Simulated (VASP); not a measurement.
Computed with PBEsol GGA, VASP's PBE PAW potentials (set 64) (plane waves; VASP).

The input files of a VASP run:

### POSCAR
```
Ir
1
    0.0000000000     1.8754697306     1.8754697306
    1.8754697306    -0.0000000000     1.8754697306
    1.8754697306     1.8754697306     0.0000000000
Ir
1
Direct
  0.0000000000   1.0000000000   0.0000000000
```

**KPOINTS**
```
Regular mesh
0
G
17 17 17
```

### INCAR
```
ALGO = Normal
EDIFF = 1E-6
EDIFFG = -0.02
ENCUT = 500
GGA = PS
IBRION = 2
ISIF = 3
ISMEAR = 1
LASPH = .True.
LCHARG = .False.
LMAXMIX = 6
LREAL = .False.
LWAVE = .False.
NELM = 100
NSW = 40
PREC = Accurate
PSTRESS = 300
SIGMA = 0.1
SYSTEM = Ir
```

POTCAR, in this order: Ir (PBE.64 set). Program: vasp_std.

The resulting files:

OSZICAR:
```
       N       E                     dE             d eps       ncg     rms          rms(c)
DAV:   1     0.418103464224E+02    0.41810E+02   -0.44549E+03  2680   0.100E+03
DAV:   2    -0.978715229429E+01   -0.51597E+02   -0.49659E+02  2672   0.209E+02
DAV:   3    -0.103391248148E+02   -0.55197E+00   -0.55177E+00  4040   0.291E+01
DAV:   4    -0.103417917529E+02   -0.26669E-02   -0.26668E-02  3256   0.134E+00
DAV:   5    -0.103418176793E+02   -0.25926E-04   -0.25927E-04  4048   0.803E-02    0.191E+01
DAV:   6    -0.985926676223E+01    0.48255E+00   -0.88539E-01  3096   0.133E+01    0.805E+00
DAV:   7    -0.975052248949E+01    0.10874E+00   -0.33301E-01  3488   0.755E+00    0.151E+00
DAV:   8    -0.974428905689E+01    0.62334E-02   -0.20097E-03  2944   0.713E-01    0.594E-01
DAV:   9    -0.974276163023E+01    0.15274E-02   -0.12604E-03  3480   0.617E-01    0.278E-02
DAV:  10    -0.974276263022E+01   -0.99999E-06   -0.58255E-06  3592   0.271E-02
   1 F= -.72723423E+01 E0= -.72723140E+01  d E =-.727234E+01
```

### OUTCAR
```
------------------------ aborting loop because EDIFF is reached ----------------------------------------
  FORCE on cell =-STRESS in cart. coord.  units (eV):
  Direction    XX          YY          ZZ          XY          YZ          ZX
  --------------------------------------------------------------------------------------
  Total        2.4629707      2.4629707      2.4629707      0.0000000      0.0000000      0.0000000
  in kB      299.0953482    299.0953482    299.0953482      0.0000000      0.0000000      0.0000000
  external PRESSURE =      -0.9046518 kB  Pullay stress =     300.0000000 kB
  volume of cell :       13.19
      direct lattice vectors                 reciprocal lattice vectors
     0.000000000  1.875469731  1.875469731    -0.266599877  0.266599877  0.266599877
     1.875469731  0.000000000  1.875469731     0.266599877 -0.266599877  0.266599877
     1.875469731  1.875469731  0.000000000     0.266599877  0.266599877 -0.266599877
 POSITION                                       TOTAL-FORCE (eV/Angst)
 -----------------------------------------------------------------------------------
      0.00000      0.00000      0.00000        -0.000000      0.000000      0.000000
 -----------------------------------------------------------------------------------
    total drift:                               -0.000000     -0.000000     -0.000000
  FREE ENERGIE OF THE ION-ELECTRON SYSTEM (eV)
  ---------------------------------------------------
  free  energy   TOTEN  =        -9.7427626302 eV

  energy  without entropy=       -9.7426776645  energy(sigma->0) =       -9.74273431
  enthalpy is  TOTEN    =        -7.2723423405 eV   P V=        2.4704202897

 reached required accuracy - stopping structural energy minimisation
```
(Selected blocks of OUTCAR.)

The compound is Ir in the fcc structure. It was relaxed first under an external pressure of 30 GPa.
